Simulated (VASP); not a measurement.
Input:

```yaml
crystal:
  lattice:
    - [1.57666, -2.73085, 0.00000]
    - [1.57666, 2.73085, 0.00000]
    - [0.00000, 0.00000, 12.35423]
  atoms:
    - { symbol: W, position: [0.33333, 0.66667, 0.25000] }
    - { symbol: W, position: [0.66667, 0.33333, 0.75000] }
    - { symbol: S, position: [0.33333, 0.66667, 0.87770] }
    - { symbol: S, position: [0.66667, 0.33333, 0.37770] }
    - { symbol: S, position: [0.66667, 0.33333, 0.12230] }
    - { symbol: S, position: [0.33333, 0.66667, 0.62230] }
```

Level of theory: vdW-DF-cx, VASP's PBE PAW potentials (set 64) (plane waves; VASP). Numerical set-up: 520 eV cut-off, 9×9×2 Γ-centred mesh, tetrahedra with Blöchl corrections, potentials W_sv S.

Question: The job: WS$_{2}$ (2H layered), 6 atoms, vdW-DF-cx, static run, 520 eV, 9×9×2 Γ-centred mesh. Roughly how much core time does it take on a busy server core?

Answer: About 2 core-minutes (one run on a shared machine, a rough figure). It had 24 irreducible k-points, 31 bands, up to 2888 plane waves and 17 electronic steps.

The compound is WS2 in the 2H layered structure. It was relaxed first.
